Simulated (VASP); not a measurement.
Crystal: WC.

```xyz
2
Lattice="2.9065 0.0000 0.0000 -1.4532 2.5171 0.0000 0.0000 0.0000 2.8366" Properties=species:S:1:pos:R:3 pbc="T T T"
W     0.0000    0.0000    0.0000
C     1.4533    0.8390    1.4183
```

```yaml
Program: VASP 6.6.1
Task: relaxation of cell and atoms
Functional: PBE
Potentials_or_basis: VASP PAW PBE potentials, release 64 (W_sv, C)
Cutoff: 520 eV
k_mesh: 6 × 6 × 6
Occupations: gaussian, width 0.1 eV
Spin: no spin polarisation
```

At the start: pressure 6.8 GPa; volume 10.38 Å³/atom.

**Question.** How do energy, volume and symmetry change on relaxing?

**Answer.** Over 9 steps the energy falls by 4.0 meV/atom and the volume is 10.56 Å³/atom (+1.8 %); space group P-6m2 (No. 187, to 0.05 Å).

The path:
```tsv
step	energy change (eV)	largest force (eV/Å)	pressure (GPa)	volume (Å³)
1	0.0000	0.0000	6.79	20.75
2	0.0426	0.0000	-15.89	22.10
3	-0.0078	0.0000	-0.24	21.13
4	-0.0078	0.0000	-0.10	21.12
5	-0.0078	0.0000	0.13	21.11
6	-0.0080	0.0000	0.03	21.12
7	-0.0080	0.0000	0.02	21.12
8	-0.0080	0.0000	-0.04	21.12
9	-0.0080	0.0000	0.00	21.12
```

Final structure:
```xyz
2
Lattice="2.9278 0.0000 0.0000 -1.4639 2.5356 0.0000 0.0000 0.0000 2.8447" Properties=species:S:1:pos:R:3 pbc="T T T"
W     1.4639    2.5356    0.0000
C     1.4639    0.8452    1.4223
```

Caveat: the k mesh is coarse (spacing up to 0.42 Å⁻¹), so the values aren't converged.
